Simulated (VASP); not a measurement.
An input for Quantum ESPRESSO's pw.x (written as the equivalent of a VASP run, and not itself run):

```
&CONTROL
  calculation = 'scf'
  pseudo_dir = './pseudo'
  outdir = './out'
  tprnfor = .true.
  tstress = .true.
/
&SYSTEM
  ibrav = 0
  nat = 2
  ntyp = 2
  ecutwfc = 82
  occupations = 'smearing'
  smearing = 'gaussian'
  degauss = 0.003675
  input_dft = 'pbesol'
/
&ELECTRONS
  conv_thr = 7.3e-09
  electron_maxstep = 100
/
ATOMIC_SPECIES
  Ag 107.868 Ag.upf
  Cl 35.450 Cl.upf
CELL_PARAMETERS angstrom
     0.0000000    2.7196286    2.7196286
     2.7196286    0.0000000    2.7196286
     2.7196286    2.7196286    0.0000000
ATOMIC_POSITIONS crystal
  Ag   1.0000000  1.0000000  0.0000000
  Cl   0.5000000  0.5000000  0.5000000
K_POINTS automatic
  8 8 8 0 0 0
```

### Question
Translate this input to VASP (INCAR, KPOINTS, POSCAR, choice of POTCAR).

### Answer
One answer among several that fit: 
### KPOINTS
```
Automatic mesh
0
Gamma
8 8 8
0 0 0
```

### INCAR
```
! general
SYSTEM =AgCl
PREC   =Accurate
ENCUT  =480
LREAL  =.FALSE.
LASPH  =.TRUE.

! electronic loop
EDIFF  =1E-7
NELM   =100
ALGO   =Normal
LMAXMIX=4

! smearing
ISMEAR =0
SIGMA  =0.05

! functional
GGA    =PS

! ions
ISIF   =2

! output
LWAVE  =.FALSE.
LCHARG =.FALSE.
```

**POSCAR**
```
AgCl
1
    0.0000000000     2.7196285811     2.7196285811
    2.7196285811     0.0000000000     2.7196285811
    2.7196285811     2.7196285811     0.0000000000
Ag Cl
1 1
Direct
  1.0000000000   1.0000000000   0.0000000000
  0.5000000000   0.5000000000   0.5000000000
```

POTCAR, in this order: Ag Cl (PBE.64 set). Program: vasp_std.

What does not carry over: the potentials are each code's own (VASP's PAW set, PseudoDojo norm-conserving files in pw.x), so ENCUT and ecutwfc are chosen apart and not converted; conv_thr bounds pw.x's estimated SCF error, while EDIFF bounds the energy change between steps.

The compound is AgCl in the rock salt structure. It was relaxed first, which changed the volume by -6 %.
